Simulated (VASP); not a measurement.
```
CELL_PARAMETERS angstrom
     -1.43500     1.43500     1.43500
      1.43500    -1.43500     1.43500
      1.43500     1.43500    -1.43500
ATOMIC_POSITIONS crystal
  Fe 0.00000 0.00000 0.00000
```
Starting moments (μB, in the order of the record's atoms Fe): 2.5.

The base run (VASP): PBE GGA, plane waves, VASP's PBE PAW potentials (set 64). Run with 400 eV cut-off, 16×16×16 Γ-centred mesh, first-order Methfessel-Paxton smearing of 0.10 eV, potentials Fe.

The base run took about 10 core-seconds. Times come from single runs on busy shared machines, so they are rough: good to a factor of about 2.

Pressures at a finite cut-off, here 400 eV, hold a Pulay part, which wasn't tested here.

```csv
setting,cost over the base run,electronic steps,pressure (GPa)
GGA = AM,within a factor of 2,14,-16.33
GGA = PS,within a factor of 2,15,-15.81
GGA = RE,within a factor of 2,15,-3.36
IVDW = 13,within a factor of 2,15,-11.61
base run,reference,15,-7.19
GGA = 91,within a factor of 2,14,-7.43
"GGA removed, LMIXTAU = .TRUE., METAGGA = R2SCAN",[?],[?],[?]
```

Task: What belongs in the gaps?

Result: 
- GGA removed, LMIXTAU = .TRUE., METAGGA = R2SCAN, cost over the base run: about 4 times
- GGA removed, LMIXTAU = .TRUE., METAGGA = R2SCAN, electronic steps: 16
- GGA removed, LMIXTAU = .TRUE., METAGGA = R2SCAN, pressure (GPa): -2.34

Left out are runs that failed, have no time on record or changed the cell.

The compound is Fe in the bcc structure. The cell was not relaxed at this level.
